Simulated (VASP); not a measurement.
Ir: relaxation of cell and atoms with PBE+D3(BJ)

Ir:

```
Ir
1.0
     0.00000    1.92696    1.92696
     1.92696    0.00000    1.92696
     1.92696    1.92696    0.00000
Ir
1
Direct
  0.00000 0.00000 0.00000
```

```yaml
Program: VASP 6.6.1
Task: relaxation of cell and atoms
Functional: PBE
Dispersion: D3(BJ)
Potentials_or_basis: VASP PAW PBE potentials, release 64 (Ir)
Cutoff: 600 eV
k_mesh: 18 × 18 × 18
Occupations: gaussian, width 0.1 eV
Spin: no spin polarisation
Further_INCAR_settings: ALGO = Normal; EDIFF = 1e-07; IBRION = 2; EDIFFG = -0.005; NSW = 90; ISIF = 3
```

| Property | Result |
| --- | --- |
| Relaxed volume | 14.19 Å³/atom |
| Relaxed cell | a = 2.717 Å, b = 2.717 Å, c = 2.717 Å, α = 60.00°, β = 60.00°, γ = 60.00° |
| Space group after relaxing (to 0.05 Å) | Fm-3m (No. 225) |
| Energy gained by relaxing | 1.2 meV/atom |
| Ionic steps | 3 |
| Pressure after relaxing | 0.0 GPa |
| Band gap on the k mesh | none (metal or under the smearing width) |
| Dispersion energy per atom | -0.733 eV |

Step by step:
```
step  energy change (eV)  largest force (eV/Å)  pressure (GPa)  volume (Å³)
   1              0.0000                0.0000           -3.16        14.31
   2              0.0169                0.0000           13.26        13.73
   3             -0.0012                0.0000           -0.03        14.19
```

Final structure:
```
CELL_PARAMETERS angstrom
0.00000 1.92150 1.92150
1.92150 0.00000 1.92150
1.92150 1.92150 0.00000
ATOMIC_POSITIONS crystal
Ir 0.00000 0.00000 0.00000
```

Levels at points of the mesh, in eV from the Fermi level:
```csv
k point,band 1,band 2,band 3,band 4,band 5,band 6,band 7,band 8
"(0.00, 0.00, 0.00)",-11.12,-3.90,-3.90,-3.90,-1.23,-1.23,14.30,19.87
"(0.50, 0.00, 0.00)",-8.10,-4.01,-4.01,-0.79,0.86,0.86,7.20,13.84
"(0.50, 0.50, 0.00)",-7.91,-7.34,0.82,1.43,1.43,1.66,10.44,11.66
```

Wall time 28 s on 1 thread of Intel(R) Xeon(R) Platinum 8488C (Sapphire Rapids) (shared host), peak memory 0.18 GiB.

Caveat: pairwise dispersion overbinds metals, which lowers pressure and volume. The run has no spin-orbit coupling, so splittings on Ir are missing.
